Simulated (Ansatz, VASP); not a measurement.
# Cross-check of SnPPt between VASP and Ansatz

One calculation is typed for both programs; each brings its own data sets and cutoff. How far apart do they land? The cell is invented: As first built, before any earlier steps moved the atoms (in the runner's words): it takes the SrPPt structure with some of its atoms replaced by other elements, volume scaled by an estimate. It may not be a known or stable phase. The cell is a member of a volume series, scaled by 0.96 from a relaxed one, so a pressure remains.

Program: Ansatz 0.2.0. Level of theory: plane waves, with VASP 6.6.1 beside it; single point at LDA. Results are calculated unless marked as measured.

**1. The starting structure**

It takes space group P-6m2 (No. 187, hexagonal). Conventional cell: a = 3.919 Å, b = 3.919 Å, c = 4.296 Å, α = 90.00°, β = 90.00°, γ = 120.00°. Nearest to Pt lie 3 P at 2.26 Å and 6 Sn at 3.12 Å. Nearest to Sn lie 6 P at 3.12 Å and 6 Pt at 3.12 Å. Nearest to P lie 3 Pt at 2.26 Å and 6 Sn at 3.12 Å. As first built, before any earlier steps moved the atoms (in the runner's words): sites of the SrPPt structure (space group 187) filled with other elements, volume scaled by an estimate. Farther neighbours are not listed.

**2. VASP: single point, LDA, volume scaled by 0.96**

With cell and atoms fixed, the geometry can't cause a difference; cores, projectors, grids and the points listed under the comparison can.

Lines of VASP's logs that name or quote its potential files are left out, and so is its time.

INCAR

```
SYSTEM = SnPPt
PREC = Accurate
ENCUT = 400
EDIFF = 1E-06
NELM = 100
ISMEAR = 0
SIGMA = 0.05
LREAL = .FALSE.
ALGO = Normal
GGA = CA
NBANDS = 20
LORBIT = 11
LWAVE = .FALSE.
LCHARG = .FALSE.
ISIF = 2
```

POSCAR

```
SnPPt
1.0
    3.9194313862      0.0000000148      0.0000000000
   -1.9597161609      3.3943277631      0.0000000000
    0.0000000000      0.0000000000      4.2959476998
Pt Sn P
1 1 1
Direct
    0.0000000000      0.0000000000      0.5000000000
    0.6666666700      0.3333333300      0.0000000000
    0.3333333300      0.6666666700      0.5000000000
```

KPOINTS

```
Automatic mesh
0
Gamma
7 7 5
0 0 0
```

Potentials, in the order of the species: Pt, Sn_d and P (LDA family, release 64).

On the command line:

```bash
mpirun -np 1 vasp_std
```

Numbers of over 12 decimals in the logs are rounded to 6 here.

The program printed:

```text
[banner, memory and clock lines left out]
running    1 mpi-ranks, on    1 nodes
 distrk:  each k-point on    1 cores,    1 groups
 distr:  one band on    1 cores,    1 groups

 POSCAR found type information on POSCAR PtSnP
 POSCAR found :  3 types and       3 ions
 LDA part: xc-table for (Slater(with rela. corr.)+CA(PZ))
 , standard interpolation
 POSCAR, INCAR and KPOINTS ok, starting setup
 FFT: planning ... GRIDC
 FFT: planning ... GRID_SOFT
 FFT: planning ... GRID
 WAVECAR not read
 entering main loop
       N       E                     dE             d eps       ncg     rms          rms(c)
DAV:   1     0.212793019325E+03    0.21279E+03   -0.12119E+04  1000   0.162E+03
DAV:   2     0.115674883281E+01   -0.21164E+03   -0.20168E+03  1008   0.421E+02
DAV:   3    -0.186614285152E+02   -0.19818E+02   -0.19014E+02  1144   0.113E+02
DAV:   4    -0.192863748640E+02   -0.62495E+00   -0.62320E+00  1096   0.203E+01
DAV:   5    -0.193036485144E+02   -0.17274E-01   -0.17271E-01  1300   0.361E+00    0.149E+01
DAV:   6    -0.187425858951E+02    0.56106E+00   -0.37246E+00  1068   0.125E+01    0.772E+00
DAV:   7    -0.186314043044E+02    0.11118E+00   -0.70113E-01  1068   0.655E+00    0.413E+00
DAV:   8    -0.185951851744E+02    0.36219E-01   -0.88680E-02  1128   0.203E+00    0.652E-01
DAV:   9    -0.185938688389E+02    0.13163E-02   -0.81999E-03  1156   0.734E-01    0.212E-01
DAV:  10    -0.185937306759E+02    0.13816E-03   -0.11546E-03  1092   0.294E-01    0.721E-02
DAV:  11    -0.185937031470E+02    0.27529E-04   -0.15013E-04  1120   0.107E-01    0.284E-02
DAV:  12    -0.185937040771E+02   -0.93011E-06   -0.10854E-05  1196   0.311E-02    0.146E-02
DAV:  13    -0.185937031224E+02    0.95465E-06   -0.13131E-06   644   0.116E-02
   1 F= -.18593703E+02 E0= -.18591635E+02  d E =-.413651E-02
```

Parts of OUTCAR (step 2):

```text
ion  position               nearest neighbor table
   1  0.000  0.000  0.500-   3 2.26   3 2.26   3 2.26   2 3.12   2 3.12   2 3.12   2 3.12   2 3.12
                             2 3.12
   2  0.667  0.333  0.000-   3 3.12   3 3.12   1 3.12   1 3.12   1 3.12   1 3.12   3 3.12   3 3.12
                             3 3.12   3 3.12   1 3.12   1 3.12
   3  0.333  0.667  0.500-   1 2.26   1 2.26   1 2.26   2 3.12   2 3.12   2 3.12   2 3.12   2 3.12
                             2 3.12

  LATTYP: Found a hexagonal cell.
 ALAT       =     3.9194313862
 C/A-ratio  =     1.0960640145

 Subroutine GETGRP returns: Found 12 space group operations
 (whereof 12 operations were pure point group operations)

The static configuration has the point symmetry D_3h.

 Found     24 irreducible k-points:

   k-points           NKPTS =     24   k-points in BZ     NKDIM =     24   number of bands    NBANDS=     20

   dimension x,y,z NGX =    28 NGY =   28 NGZ =   28
   dimension x,y,z NGXF=    56 NGYF=   56 NGZF=   56

   ENCUT  =  400.0 eV  29.40 Ry    5.42 a.u.   6.39  6.39  7.01*2*pi/ulx,y,z

   NELECT =      29.0000    total number of electrons

 k-points in reciprocal lattice and weights: Automatic mesh
   0.00000000  0.00000000  0.00000000       0.004
   0.14285714 -0.00000000  0.00000000       0.024
   0.28571429 -0.00000000  0.00000000       0.024
   0.42857143 -0.00000000  0.00000000       0.024
   0.14285714  0.14285714  0.00000000       0.024
   0.28571429  0.14285714  0.00000000       0.049
   0.42857143  0.14285714  0.00000000       0.024
   0.28571429  0.28571429  0.00000000       0.024
   0.00000000  0.00000000  0.20000000       0.008
[...]
0.42857143  0.14285714  0.40000000       0.049
   0.28571429  0.28571429  0.40000000       0.049

 average (electrostatic) potential at core
       1 -65.5524       2 -97.5255       3 -81.2071

 E-fermi :   8.9026

 k-point     1 :       0.0000    0.0000    0.0000
  band No.  band energies     occupation
    ...
      9       2.4519      2.00000
     10       5.0737      2.00000
     11       5.6230      2.00000
     12       5.6230      2.00000
     13       7.5119      2.00000
     14      11.2147      0.00000
     15      11.2147      0.00000
     16      11.6395      0.00000
     17      12.4393      0.00000
     18      12.4393      0.00000
    ...

 k-point     2 :       0.1429   -0.0000    0.0000
  band No.  band energies     occupation
    ...
      9       2.9593      2.00000
     10       4.5033      2.00000
     11       5.5892      2.00000
     12       6.5052      2.00000
     13       7.4242      2.00000
     14       9.0526      0.00002
     15       9.8978      0.00000
     16      11.7852      0.00000
     17      13.2724      0.00000
     18      13.4648      0.00000
    ...

 k-point     3 :       0.2857   -0.0000    0.0000
  band No.  band energies     occupation
    ...
     11       5.5150      2.00000
     12       5.9806      2.00000
     13       7.7713      2.00000
     14       7.8863      2.00000
     15       8.2601      2.00000
     16      11.5821      0.00000
     17      12.0147      0.00000
     18      13.4293      0.00000
     19      13.7976      0.00000
     20      16.8830      0.00000

  Total        2.3488043      2.3488051      1.2872633     -0.0000003     -0.0000000      0.0000000
  in kB       65.8448153     65.8448394     36.0862834     -0.0000088     -0.0000000      0.0000000
  external PRESSURE =      55.9253127 kB  Pullay stress =       0.0000000 kB

  energy-cutoff  :      400.00
  volume of cell :       57.15
      direct lattice vectors                 reciprocal lattice vectors
     3.919431386  0.000000015  0.000000000     0.255139049  0.147304607  0.000000000
    -1.959716161  3.394327763  0.000000000    -0.000000001  0.294609144  0.000000000
     0.000000000  0.000000000  4.295947700     0.000000000  0.000000000  0.232777508

 POSITION                                       TOTAL-FORCE (eV/Angst)
 -----------------------------------------------------------------------------------
      0.00000      0.00000      2.14797        -0.000000      0.000000      0.000000
      1.95972      1.13144      0.00000         0.000000     -0.000000      0.000000
     -0.00000      2.26289      2.14797        -0.000000      0.000000      0.000000
 -----------------------------------------------------------------------------------
    total drift:                               -0.000006      0.000010     -0.000000

  FREE ENERGIE OF THE ION-ELECTRON SYSTEM (eV)
  ---------------------------------------------------
  free  energy   TOTEN  =       -18.5937031224 eV

  energy  without entropy=      -18.5895666165  energy(sigma->0) =      -18.59163487

 total charge
# of ion       s       p       d       tot
------------------------------------------
    1        0.772   0.688   8.232   9.691
    2        1.396   0.744  10.004  12.144
    3        1.054   1.409   0.000   2.463
--------------------------------------------------
tot          3.222   2.841  18.236  24.299

[... 3 further parts left out ...]
```

This run has no spin polarisation. Its electron count is odd, so without a moment it is a metal by construction. The scan keeps the cell's shape and the fractional positions fixed.

**3. Ansatz: single point, LDA, volume scaled by 0.96**

Ansatz runs on its default PAW (the set named soft_2) files.

The same cell, functional (in two slightly different forms), mesh and smearing now go to Ansatz, which takes its cutoff from its data sets.

input.yaml

```yaml
crystal:
  lattice:
    - [3.9194313862, 1.48e-08, 0.0]
    - [-1.9597161609, 3.3943277631, 0.0]
    - [0.0, 0.0, 4.2959476998]
  atoms:
    - { symbol: Pt, position: [0.0, 0.0, 0.5] }
    - { symbol: Sn, position: [0.66666667, 0.33333333, 0.0] }
    - { symbol: P, position: [0.33333333, 0.66666667, 0.5] }
hamiltonian:
  xc: lda
  pseudopotentials: { kind: paw }
kpoints:
  mp_grid: { grid: [7, 7, 5] }
scf:
  occupations: { method: gaussian, width: 0.05 }
  n_extra_bands: 4
output:
  forces: true
  stress: true
  eigenvalues: true
  write_density: true
  write_potential: true
  elf: true
  volumetric_format: npy
```

On the command line:

```bash
ansatz run input.yaml --threads 2 --pin off --max-ram 4608MiB --backend cpu --events-out ev --progress --plain --runs-dir out
```

The program printed:

```text
Warning: the atoms were moved onto the symmetric positions of the space group found under crystal.symmetry.tolerance 1.0e-5 (fractional; no operation is sought that the atoms, as they stand in a round, miss by more than twice it, and no atom is moved by as much as it), and the run uses the moved positions. Before a round's move an operation carried an atom to 3.92e-8 Å from where it should land, the largest such dist [...]
scf.n_extra_bands = 4 over 19 filled bands (N_el = 37.0): the run solves 23 bands
Engine: ansatz 0.2.0, aarch64-unknown-linux-gnu
Pseudopotentials: kind: paw
Pseudopotential: Pt, paw, valence charge 18, recommended cutoff 420 eV (normal), Pt.paw.azcp
Pseudopotential: Sn, paw, valence charge 14, recommended cutoff 420 eV (normal), Sn.paw.azcp
Pseudopotential: P, paw, valence charge 5, recommended cutoff 420 eV (normal), P.paw.azcp
Functional definition: SPW92
  exchange = slater_x
  correlation = pw_c
Crystal: 3 atoms, lattice volume = 57.153 Å³
Basis set: ecut = 420 eV, 1143 PW (Γ)
Bands: 23, of which v1, the nominal top of the filled ones, is band 19 counted from 1 (18 counted from 0)
Symmetry: 12 space group operations
Space group: P-6m2 (ITA 187), of the structure as read, at distance tolerance 3.9e-5 Å
k-points: 24 of 245 (time reversal used)
Non-local potential: Pt, projectors of the file, l = 0: 3, l = 1: 2, l = 2: 2, l = 3: 1
Non-local potential: Sn, projectors of the file, l = 0: 2, l = 1: 2, l = 2: 2, l = 3: 2
Non-local potential: P, projectors of the file, l = 0: 2, l = 1: 2, l = 2: 2
PAW form: soft (Blöchl's): semilocal exchange-correlation on the pseudo side does not see the compensation charge
PAW frozen core: Pt, regenerated for the run's functional, and the local potential with it (the file was generated under x = pbe(κ = 0.804, μ = 0.219515), c = pbe(β = 0.066725))
PAW frozen core: Sn, regenerated for the run's functional, and the local potential with it (the file was generated under x = pbe(κ = 0.804, μ = 0.219515), c = pbe(β = 0.066725))
PAW frozen core: P, regenerated for the run's functional, and the local potential with it (the file was generated under x = pbe(κ = 0.804, μ = 0.219515), c = pbe(β = 0.066725))
PAW one-centre angular grid: Pt, 590 points (default); XC on 64 Gauss nodes
PAW one-centre angular grid: Sn, 590 points (default); XC on 64 Gauss nodes
PAW one-centre angular grid: P, 110 points (default); XC on 64 Gauss nodes
Initial density: superposition of atomic densities (neutral atoms: chi_scale 0, normalization atom), corrected by the library's trained network
Initial wavefunctions: pseudopotential atomic-orbital guess
Functional: x = slater, c = lda
SCF iter   1: F=—  HF=-18851.083386 eV  |F-HF|=—  |Δ(HF+E_count)|=         —  Δρ=8.18e-3  dr2=2.22e-2  ethr=1.77e-3  ⟨swp⟩=6.6  Hψ=2704  notcnv=0
preconditioner: auto → Kerker (q_TF=auto, 2.538 Å⁻¹)  [metal: Δε(μ)=0.019 eV  Ē_g=13.902 eV  σ=0.050 eV  W_gap=0.21  n_scr=20 (ndim 8)  ℏωp=26.5 eV  f_vac=0.000  D(μ)=3.28/eV (n_scr^D=28)]
SCF iter   2: F=—  HF=-18851.078889 eV  |F-HF|=—  |Δ(HF+E_count)|=   4.50e-3  Δρ=4.39e-3  dr2=7.62e-3  ethr=6.00e-5  ⟨swp⟩=2.2  Hψ=1009  notcnv=0  defer=2
SCF iter   3: F=—  HF=-18851.076479 eV  |F-HF|=—  |Δ(HF+E_count)|=   2.41e-3  Δρ=8.13e-4  dr2=4.79e-4  ethr=2.06e-5  ⟨swp⟩=2.2  Hψ=873  notcnv=0  defer=2
SCF iter   4: F=—  HF=-18851.076365 eV  |F-HF|=—  |Δ(HF+E_count)|=   1.13e-4  Δρ=3.06e-4  dr2=7.83e-5  ethr=1.29e-6  ⟨swp⟩=2.0  Hψ=705  notcnv=0  defer=2
SCF iter   5: F=—  HF=-18851.076344 eV  |F-HF|=—  |Δ(HF+E_count)|=   2.15e-5  Δρ=8.42e-5  dr2=5.46e-6  ethr=2.12e-7  ⟨swp⟩=2.5  Hψ=733  notcnv=0  defer=2
SCF iter   6: F=—  HF=-18851.076342 eV  |F-HF|=—  |Δ(HF+E_count)|=   1.85e-6  Δρ=2.08e-5  dr2=3.18e-7  ethr=1.48e-8  ⟨swp⟩=2.2  Hψ=878  notcnv=0  defer=2
SCF iter   7: F=-18851.076342 eV  HF=-18851.076342 eV  |F-HF|=2.16e-8  |Δ(HF+E_count)|=   3.47e-8  Δρ=6.34e-6  dr2=3.99e-8  ethr=2.70e-10  ⟨swp⟩=12.6  Hψ=3823  notcnv=0
SCF 1 converged in 7 iterations: F = -18851.076342 eV  dr2 = 3.99e-8
  greatest PAW one-centre occupation: 1.000 electrons in one spin orbital (limit 2), on the Pt atom at site 0 (counted from 0), in its partial waves of l = 0
SCF converged after 7 iterations
Free energy (F): -18851.076342 eV
Harris-Foulkes:  -18851.076342 eV  (|F-HF|=2.16e-8)
Internal energy: -18851.072289 eV  (E = F + TS)
E sigma→0 (E₀):  -18851.074316 eV
Entropy (-TS):   -0.004053 eV (-1.351 meV/atom)
Fermi energy:    13.629504 eV
--- Per-component energies (eV) ---
  E_band       = -314.674279
  E_kinetic    = 902.881333
  E_local      = -3058.189033  (includes V_loc(G=0)·N_el)
  E_nonlocal   = 212.735878
  E_hartree    = 1374.415216
  E_xc         = -704.674988
  E_vxc        = -467.164435  (∫ρ·V_xc dr)
  E_paw        = -13709.585772  (= ΣΔE_a)
  E_vpaw       = -653.760004  (= ΣTr[D̂ρ^β])
  E_aug_tail   = 0.000170  (compensation charges beyond the density's cutoff)
  E_ewald      = -3869.661214
  E_core_change = 1.006119  (= ΣΔE_core)
  E_smearing   = -0.004053  (= −TS)
  E_closure    = -0.000000  (closes the sum)
  Σ components = -18851.076342   (vs F -18851.076342, Δ=0.00e0)
--- Forces (eV/Å), atoms counted from 1 ---
  atom   1  Pt    -0.00000000     0.00000000     0.00000000
  atom   2  Sn     0.00000000     0.00000000     0.00000000
  atom   3  P     -0.00000000    -0.00000000    -0.00000000
  max |Σ_I F_I| component: 2.96e-16 eV/Å
--- Stress (GPa, compression-positive) ---
        6.248375      -0.000000       0.000000
        0.000000       6.248375      -0.000000
        0.000000      -0.000000       3.588741
  P = ⅓ Tr σ = 5.3618 GPa (53.618 kbar)
--- Band table (eV; the first three rows and the last of 24) ---
  k-point 0: bands = [... 15 lower, 10.3473, 12.2206, 15.9390, 15.9390, 16.3403, 17.1741, 17.1741, 18.9184]
  k-point 1: bands = [... 15 lower, 10.2705, 12.8037, 16.1731, 16.1731, 16.4509, 17.1176, 17.1176, 18.6792]
  k-point 2: bands = [... 15 lower, 10.5113, 13.9438, 15.3465, 16.5935, 16.5935, 16.9612, 16.9612, 20.2565]
  k-point 23: bands = [... 15 lower, 10.4557, 11.4891, 11.6707, 12.4556, 13.6062, 18.0834, 19.2718, 19.9206]
```

The job ended after 6.5 s (2 threads of Arm Neoverse N1, shared host; peak memory 0.35 GiB).

In the SCF lines HF is the Harris–Foulkes energy and dr2 the Hartree energy of the density residual, in eV; the loop may stop once dr2 is under the threshold and the program's other checks hold. Hψ counts applications of the Hamiltonian.

The run ends at a pressure of 5.36 GPa.

**4. Comparison**

Known differences besides the potentials themselves: the two LDA forms differ slightly; the data sets hold 37 valence electrons in Ansatz (default PAW (the set named soft_2) files) and 29 in VASP; the cutoff is 420 eV in Ansatz and 400 eV in VASP; VASP's log shows a relativistic correction to its local exchange, Ansatz's none. Total energies have different zeros and are not compared.

The two programs side by side:

```csv
quantity,Ansatz,VASP,difference
pressure (GPa),5.36,5.59,-0.23
pressure without Ansatz's Pulay correction (GPa),5.31,5.59,-0.28
```

Ansatz's pressure holds a Pulay correction of 0.05 GPa; VASP's holds none.

**5. Ansatz: single point, LDA, volume scaled by 0.98**

With cell and atoms fixed, the geometry can't cause a difference; cores, projectors, grids and the points listed under the comparison can. The cell compared in this pair holds 58.34 Å³, against 57.15 Å³ for the pair before.

The cell is a member of a volume series, scaled by 0.98 from a relaxed one, so a pressure remains.

input.yaml, the sections that differ from step 3:

```yaml
crystal:
  lattice:
    - [3.9464628017, 1.49e-08, 0.0]
    - [-1.9732318719, 3.4177376599, 0.0]
    - [0.0, 0.0, 4.3255758616]
  atoms:
    - { symbol: Pt, position: [0.0, 0.0, 0.5] }
    - { symbol: Sn, position: [0.66666667, 0.33333333, 0.0] }
    - { symbol: P, position: [0.33333333, 0.66666667, 0.5] }
output:
  forces: true
  stress: true
  eigenvalues: true
# hamiltonian, kpoints, scf: as in step 3
```

The program printed:

```text
[...]
Crystal: 3 atoms, lattice volume = 58.343 Å³
Basis set: ecut = 420 eV, 1143 PW (Γ)
Bands: 23, of which v1, the nominal top of the filled ones, is band 19 counted from 1 (18 counted from 0)
Symmetry: 12 space group operations
[...]
k-points: 24 of 245 (time reversal used)
[...]
--- Band table (eV; the first three rows and the last of 24) ---
  k-point 0: bands = [... 15 lower, 10.0488, 11.8016, 15.5257, 15.5257, 15.9307, 16.7059, 16.7059, 18.4258]
  k-point 1: bands = [... 15 lower, 9.9740, 12.3725, 15.7521, 15.7521, 16.0047, 16.6593, 16.6593, 18.2279]
  k-point 2: bands = [... 15 lower, 10.2064, 13.5041, 14.8946, 16.1521, 16.1521, 16.5293, 16.5293, 19.7618]
  k-point 23: bands = [... 15 lower, 10.1564, 11.1350, 11.3161, 12.0851, 13.2295, 17.6080, 18.7651, 19.4632]
[key lines of the parts left out:]
SCF converged after 7 iterations
Free energy (F): -18851.105156 eV
Fermi energy:    13.242685 eV
P = ⅓ Tr σ = 2.4428 GPa (24.428 kbar)
```

The job ended after 5.1 s (2 threads; peak memory 0.34 GiB; 6 s of CPU time).

The run ends at a pressure of 2.44 GPa.

(Continued in part 2 of 2.)

[Lines on the potential files, build, host, timing and source positions are cut from VASP's logs without a mark.]

[Logs are printed without paths, hosts, clocks, repeated set-up lines and the standing remarks that a program may print on its own settings, such as how far it seeks lower states.]

[Hosts, paths, dates, database ids (printed as entryN), source tags and the programs' standing remarks are cut or masked in the printed files.]
